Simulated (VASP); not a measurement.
Data:

```
CELL_PARAMETERS angstrom
      3.41256     0.00000     0.00000
      0.00000     3.41256     0.00000
      0.00000     0.00000     3.41256
ATOMIC_POSITIONS crystal
  La 0.00000 0.00000 0.00000
  B  0.50000 0.50000 0.50000
```

Method: PBE GGA, VASP's PBE PAW potentials (set 64) (plane waves; VASP). Run with 520 eV cut-off, Gaussian smearing of 0.050 eV, potentials La B.

Question: Give the energies of bands 5 to 10 at the high-symmetry points, in eV from the Fermi level.

Answer: 
```tsv
band	Γ	X	M	R
5	-7.12	-4.53	-6.14	-3.96
6	-0.55	-2.90	-0.10	-3.19
7	-0.55	0.36	-0.10	-3.19
8	1.62	0.36	0.91	-3.19
9	1.62	0.47	1.48	2.87
10	1.62	2.15	2.81	2.87
```

It has no gap at this level: it comes out as a metal or semimetal.

The structure was generated: LaB was put into the CsCl type type (Pm-3m), which need not be its known phase. It was relaxed first, which changed the volume by -27 %.
